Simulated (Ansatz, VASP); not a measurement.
# Cross-check of H11C5 (amorphous polyisobutylene at 250 K) between VASP and Ansatz, part 2 of 2

Aim: how closely do two programs agree when they are given the same cell, functional and k mesh? Of the first pair: The cell is taken from a series of runs on this material, whose earlier steps may have relaxed, scaled, displaced or heated it; both programs get it as it stands.

VASP 6.6.1 and Ansatz 0.2.0.

So far. Step 5 (VASP: single point, PBE with D3(BJ), pair 2): The run ends at a pressure of -0.09 GPa, with forces up to 0.025 eV/Å.

### Step 6. Ansatz: single point, PBE with D3(BJ), pair 2

Level of this step: Ansatz beside VASP: Kohn-Sham DFT, plane waves, PBE with D3(BJ) (Ansatz).

The same cell, functional, mesh and smearing now go to Ansatz, which takes its cutoff from its data sets.

The cell is taken from a series of runs on this material, whose earlier steps may have relaxed, scaled, displaced or heated it; both programs get it as it stands.

The input, input.yaml:

```yaml
crystal:
  lattice:
    - [10.21753, 0.0, 0.0]
    - [0.0, 10.21753, 0.0]
    - [0.0, 0.0, 10.21753]
  atoms:
    - { symbol: C, position: [0.52266, 0.02566, 0.50643] }
    - { symbol: C, position: [0.47429, 0.09551, 0.38345] }
    - { symbol: C, position: [0.47578, 0.01463, 0.25582] }
    - { symbol: C, position: [0.38771, 0.89324, 0.26861] }
    - { symbol: C, position: [0.6154, 0.96574, 0.22738] }
    - { symbol: C, position: [0.43702, 0.09895, 0.13549] }
    - { symbol: C, position: [0.31366, 0.1875, 0.12795] }
    - { symbol: C, position: [0.29855, 0.22277, 0.98235] }
    - { symbol: C, position: [0.18742, 0.12011, 0.17315] }
    - { symbol: C, position: [0.33035, 0.31575, 0.20512] }
    - { symbol: H, position: [0.51639, 0.09134, 0.59133] }
    - { symbol: H, position: [0.46339, 0.93889, 0.52886] }
    - { symbol: H, position: [0.62503, 0.9941, 0.49783] }
    - { symbol: H, position: [0.53301, 0.18474, 0.36815] }
    - { symbol: H, position: [0.37364, 0.12883, 0.40177] }
    - { symbol: H, position: [0.43056, 0.82253, 0.33705] }
    - { symbol: H, position: [0.28931, 0.91685, 0.30416] }
    - { symbol: H, position: [0.37749, 0.84371, 0.17371] }
    - { symbol: H, position: [0.61881, 0.91381, 0.13322] }
    - { symbol: H, position: [0.68543, 0.04729, 0.22222] }
    - { symbol: H, position: [0.64945, 0.89739, 0.30281] }
    - { symbol: H, position: [0.52083, 0.16341, 0.11327] }
    - { symbol: H, position: [0.43138, 0.03022, 0.0524] }
    - { symbol: H, position: [0.38806, 0.26861, 0.94411] }
    - { symbol: H, position: [0.21736, 0.29173, 0.96772] }
    - { symbol: H, position: [0.27882, 0.13512, 0.92333] }
    - { symbol: H, position: [0.1885, 0.10008, 0.27859] }
    - { symbol: H, position: [0.17106, 0.02723, 0.12154] }
    - { symbol: H, position: [0.10275, 0.18361, 0.15352] }
    - { symbol: H, position: [0.25183, 0.38482, 0.1797] }
[... 92 atom lines left out ...]
    - { symbol: H, position: [0.98829, 0.15847, 0.93178] }
    - { symbol: H, position: [0.95208, 0.98997, 0.9544] }
    - { symbol: H, position: [0.85117, 0.10957, 0.02717] }
    - { symbol: H, position: [0.75405, 0.88744, 0.8483] }
    - { symbol: H, position: [0.65062, 0.00829, 0.91656] }
    - { symbol: H, position: [0.65048, 0.98093, 0.74525] }
kpoints:
  mp_grid: { grid: [1, 1, 1] }
hamiltonian:
  xc: pbe
  dispersion: d3bj
scf:
  occupations: { method: gaussian, width: 0.05 }
output:
  forces: true
  stress: true
  populations: true
  dos:
    method: { smearing: { sigma: 0.08 } }
    de: 0.1
    projected: { site_lists: { C: [C], H: [H] } }
  eigenvalues: true
  write_density: true
  write_potential: true
  volumetric_format: npy
  elf: true
```

Started as:

```console
ansatz run input.yaml --threads 4 --pin off --max-ram 8192MiB --backend cpu --events-out ev --progress --plain --runs-dir out
```

Numbers of over 12 decimals in the logs are rounded to 6 here.

The log of the run:

```text
[...]
Crystal: 128 atoms, lattice volume = 1066.689 Å³
Basis set: ecut = 420 eV, 20815 PW (Γ), exchange–correlation on 144×144×144 points (8 copies of the dense FFT grid, shifted against one another)
Bands: 252, of which v1, the nominal top of the filled ones, is band 124 counted from 1 (123 counted from 0)
Symmetry: 1 space group operations
[...]
k-points: 1
[...]
P = ⅓ Tr σ = -0.0387 GPa (-0.387 kbar)
--- Band table (eV) ---
  k-point 0: bands = [... 120 lower, -1.9785, -1.9361, -1.9013, -1.8759, 4.0166, 4.8709, 4.9443, 5.1301, ... 124 higher]
--- Löwdin populations: 128 sites ---
  site symbol       q [e]
     0      C      4.4491
     1      C      4.2606
     2      C      3.9109
     3      C      4.4548
     4      C      4.4495
     5      C      4.2782
     6      C      3.9022
     7      C      4.4456
[...]
124      H      0.8281
   125      H      0.8326
   126      H      0.8312
   127      H      0.8275
  spilling = 0.010678 (of n_electrons = 248.000000)
```

### Step 7. Differences

The two programs side by side:

```
              quantity  Ansatz   VASP  difference
        pressure (GPa)   -0.04  -0.09       +0.05
gap on the k mesh (eV)   5.892  5.892      +0.001
```

At this near-relaxed geometry the largest component of a force difference is 21 meV/Å. A gap on the mesh is an upper bound, since the band edges may lie between its points.

### Step 8. Ansatz: relaxation, PBE with D3(BJ)

The two programs are compared at the cell with which this relaxation starts, whose forces are those of its first step.

The structure compared here is the start of the Ansatz relaxation; VASP solves that cell, so the two are compared at the walk's first step.

The input, input.yaml:

```yaml
crystal:
  lattice:
    - [10.21753, 0.0, 0.0]
    - [0.0, 10.21753, 0.0]
    - [0.0, 0.0, 10.21753]
  atoms:
    - { symbol: C, position: [0.4974, 0.98751, 0.49956] }
    - { symbol: C, position: [0.45648, 0.0745, 0.38941] }
    - { symbol: C, position: [0.45827, 0.01002, 0.25652] }
    - { symbol: C, position: [0.36142, 0.89957, 0.23865] }
    - { symbol: C, position: [0.59321, 0.94495, 0.23474] }
    - { symbol: C, position: [0.44267, 0.10821, 0.14501] }
    - { symbol: C, position: [0.32316, 0.19802, 0.14443] }
    - { symbol: C, position: [0.31815, 0.2582, 0.00835] }
    - { symbol: C, position: [0.19414, 0.13432, 0.16987] }
    - { symbol: C, position: [0.33345, 0.31316, 0.23869] }
    - { symbol: H, position: [0.49241, 0.04984, 0.58711] }
    - { symbol: H, position: [0.44561, 0.89645, 0.51097] }
    - { symbol: H, position: [0.60062, 0.9606, 0.48512] }
    - { symbol: H, position: [0.50877, 0.16436, 0.39935] }
    - { symbol: H, position: [0.35359, 0.09707, 0.42099] }
    - { symbol: H, position: [0.40942, 0.80566, 0.26391] }
    - { symbol: H, position: [0.27592, 0.90271, 0.30061] }
    - { symbol: H, position: [0.33567, 0.8926, 0.13737] }
    - { symbol: H, position: [0.60643, 0.91804, 0.13167] }
    - { symbol: H, position: [0.67302, 0.01168, 0.27092] }
    - { symbol: H, position: [0.60584, 0.85842, 0.29562] }
    - { symbol: H, position: [0.52639, 0.18069, 0.15274] }
    - { symbol: H, position: [0.45453, 0.04898, 0.05459] }
    - { symbol: H, position: [0.41761, 0.28032, 0.977] }
    - { symbol: H, position: [0.25765, 0.3509, 0.00268] }
    - { symbol: H, position: [0.27592, 0.18825, 0.94268] }
    - { symbol: H, position: [0.17632, 0.11082, 0.2785] }
    - { symbol: H, position: [0.18052, 0.04325, 0.1164] }
    - { symbol: H, position: [0.10592, 0.20146, 0.1506] }
    - { symbol: H, position: [0.26531, 0.39421, 0.22493] }
[... 92 atom lines left out ...]
    - { symbol: H, position: [0.93436, 0.23025, 0.91499] }
    - { symbol: H, position: [0.91199, 0.05596, 0.96326] }
    - { symbol: H, position: [0.80418, 0.17629, 0.01371] }
    - { symbol: H, position: [0.73657, 0.92532, 0.89448] }
    - { symbol: H, position: [0.61677, 0.0414, 0.91072] }
    - { symbol: H, position: [0.64359, 0.97402, 0.75816] }
kpoints:
  mp_grid: { grid: [1, 1, 1] }
hamiltonian:
  xc: pbe
  dispersion: d3bj
scf:
  occupations: { method: gaussian, width: 0.05 }
output:
  forces: true
relax:
  f_tol: 0.05
  max_steps: 200
```

The log of the run:

```text
[...]
Crystal: 128 atoms, lattice volume = 1066.689 Å³
Basis set: ecut = 420 eV, 20815 PW (Γ), exchange–correlation on 144×144×144 points (8 copies of the dense FFT grid, shifted against one another)
Bands: 252, of which v1, the nominal top of the filled ones, is band 124 counted from 1 (123 counted from 0)
Symmetry: 1 space group operations
[...]
k-points: 1
[...]
- { symbol: C, position: [0.975976, 0.616583, 0.129014] }
    - { symbol: C, position: [0.862594, 0.709094, 0.095589] }
[...]
- { symbol: C, position: [0.819978, 0.090208, 0.817894] }
    - { symbol: C, position: [0.751328, 0.224565, 0.813717] }
    - { symbol: C, position: [0.908430, 0.086799, 0.939009] }
    - { symbol: C, position: [0.713339, -0.014689, 0.832252] }
[...]
- { symbol: H, position: [0.851172, 0.109575, 0.027166] }
    - { symbol: H, position: [0.754052, 0.887440, 0.848305] }
    - { symbol: H, position: [0.650621, 0.00829199, 0.916557] }
    - { symbol: H, position: [0.650480, 0.980929, 0.745251] }
```

### Step 9. VASP: single point, PBE with D3(BJ), start cell, pair 3

The same cell, functional, mesh and smearing now go to VASP, with its own data sets.

The input, INCAR:

```
SYSTEM = H11C5
PREC = Accurate
ENCUT = 520
EDIFF = 1E-06
NELM = 120
ISMEAR = 0
SIGMA = 0.05
LREAL = Auto
ALGO = Normal
GGA = PE
IVDW = 12
NBANDS = 224
LORBIT = 11
LWAVE = .FALSE.
LCHARG = .FALSE.
ISIF = 2
LASPH = .TRUE.
GGA_COMPAT = .FALSE.
EFERMI = MIDGAP
NCORE = 4
```

The input, POSCAR:

```
H11C5
1.0
   10.2175300000      0.0000000000      0.0000000000
    0.0000000000     10.2175300000      0.0000000000
    0.0000000000      0.0000000000     10.2175300000
C H
40 88
Direct
    0.4974000566      0.9875087228      0.4995630059
    0.4564801865      0.0744994142      0.3894091821
    0.4582712260      0.0100219916      0.2565199221
    0.3614180727      0.8995716186      0.2386486754
    0.5932059901      0.9449544068      0.2347436220
    0.4426705867      0.1082061907      0.1450056912
    0.3231602941      0.1980224183      0.1444282522
    0.3181492983      0.2582033035      0.0083483973
    0.1941369392      0.1343181767      0.1698747153
    0.3334465375      0.3131578767      0.2386878238
    0.7413631279      0.6702989862      0.3942048616
    0.7245978235      0.5520512296      0.3022061105
    0.8486982666      0.4760348147      0.2851667673
    0.8761804467      0.4150611743      0.4146109676
    0.8187399499      0.3679264950      0.1854655675
    0.9701659794      0.5597830395      0.2527714624
    0.9773301375      0.6298782582      0.1155367295
    0.8672448234      0.7283462833      0.0851086319
    0.0976067601      0.7164647425      0.1283969805
    0.0074284098      0.5389952366      0.0038952663
    0.2264735215      0.2738920267      0.6547277082
    0.2431311677      0.4149045807      0.5989803798
    0.3671631011      0.4896976079      0.6187405371
    0.3537645595      0.6294769871      0.5542729016
    0.4769743764      0.4138671479      0.5481266020
    0.3913763894      0.4984277022      0.7712627220
    0.4711804125      0.6094819394      0.8405358242
    0.5002089546      0.5604583495      0.9810883844
    0.6042556273      0.6438542387      0.7820676817
    0.3920027639      0.7374189261      0.8548935017
[... 92 atom lines left out ...]
    0.9343647633      0.2302513425      0.9149863030
    0.9119914500      0.0559626446      0.9632562860
    0.8041767433      0.1762852666      0.0137117288
    0.7365674483      0.9253214818      0.8944823260
    0.6167733298      0.0413994380      0.9107191268
    0.6435899870      0.9740220973      0.7581577935
```

The input, KPOINTS:

```
Automatic mesh
0
Gamma
1 1 1
0 0 0
```

Potentials, in the order of the species: C and H (PBE family, release 64).

Started as:

```console
mpirun -np 16 vasp_gam
```

The log of the run:

```text
[... set-up lines as in an earlier step ...]
 entering main loop
       N       E                     dE             d eps       ncg     rms          rms(c)
DAV:   1     0.139777241665E+04    0.13978E+04   -0.12053E+05   456   0.100E+03
DAV:   2    -0.570578784536E+03   -0.19684E+04   -0.18526E+04   568   0.237E+02
DAV:   3    -0.752861157268E+03   -0.18228E+03   -0.18063E+03   584   0.711E+01
DAV:   4    -0.757139276973E+03   -0.42781E+01   -0.42670E+01   584   0.125E+01
[...]
DAV:  15    -0.685288274101E+03    0.11260E-04   -0.60999E-05   512   0.195E-02    0.960E-03
DAV:  16    -0.685288273248E+03    0.85273E-06   -0.13475E-05   584   0.934E-03    0.575E-03
DAV:  17    -0.685288272765E+03    0.48393E-06   -0.37851E-06   544   0.626E-03
   1 F= -.69187427E+03 E0= -.69187427E+03  d E =0.000000E+00
```

OUTCAR, selected parts (step 9):

```text
  FREE ENERGIE OF THE ION-ELECTRON SYSTEM (eV)
  ---------------------------------------------------
  free  energy   TOTEN  =      -691.8742682763 eV

  energy  without entropy=     -691.8742682763  energy(sigma->0) =     -691.87426828
```

The run ends at a pressure of 1.76 GPa, with forces up to 3.3 eV/Å.

### Step 10. Side by side

What differs besides the data sets and the points named for the pairs above, as far as they apply: the cutoff is 420 eV in Ansatz and 520 eV in VASP (PREC = Accurate, projectors in real space). Total energies have different zeros and are not compared.

Forces on 9 of the 128 atoms, those with the largest forces and the largest differences (eV/Å; atoms numbered as in POSCAR):

```
atom         Ansatz x, y, z           VASP x, y, z
  C2  -2.404, -0.976, 0.827  -2.401, -0.954, 0.809
  C9  -2.417, -0.116, 1.746  -2.420, -0.122, 1.740
 C15   -2.293, 0.922, 0.095   -2.280, 0.918, 0.086
 C20  -1.933, 0.662, -1.045  -1.927, 0.651, -1.048
 C21   1.030, 0.638, -2.916   1.025, 0.645, -2.903
 C22  -2.383, -0.053, 2.261  -2.390, -0.065, 2.257
 H53   -0.281, 0.589, 0.025   -0.277, 0.574, 0.003
 H86   1.024, -0.360, 2.228   1.026, -0.361, 2.241
H121  0.401, -0.208, -0.602  0.415, -0.184, -0.603
```

The forces differ by 12 meV/Å r.m.s., which is 1.7 % of the r.m.s. force of 0.708 eV/Å (both taken over all components).

### Step 11. Results

```
r.m.s. force difference (single point, PBE with D3(BJ), pair 1)             : 1.4 % of the r.m.s. force
difference in gap on the k mesh (single point, PBE with D3(BJ), pair 2)     : 5.9e-4 eV
r.m.s. force difference (single point, PBE with D3(BJ), pair 2)             : 9.8 meV/Å
r.m.s. force difference (single point, PBE with D3(BJ), start cell, pair 3) : 1.7 % of the r.m.s. force
```

In words: The r.m.s. force difference is 9.8 meV/Å (single point, PBE with D3(BJ), pair 2), within the 12 meV/Å picked in this series as the mark of a large difference. 1 further run of this series is not shown here. Such differences can come from data sets, numerical settings and the points named under the comparisons, not from the functional's error against experiment.

[Lines on the potential files, build, host, timing and source positions are cut from VASP's logs without a mark.]

[Logs are printed without paths, hosts, clocks, repeated set-up lines and the standing remarks that a program may print on its own settings, such as how far it seeks lower states.]

[Hosts, paths, dates, database ids (printed as entryN), source tags and the programs' standing remarks are cut or masked in the printed files.]
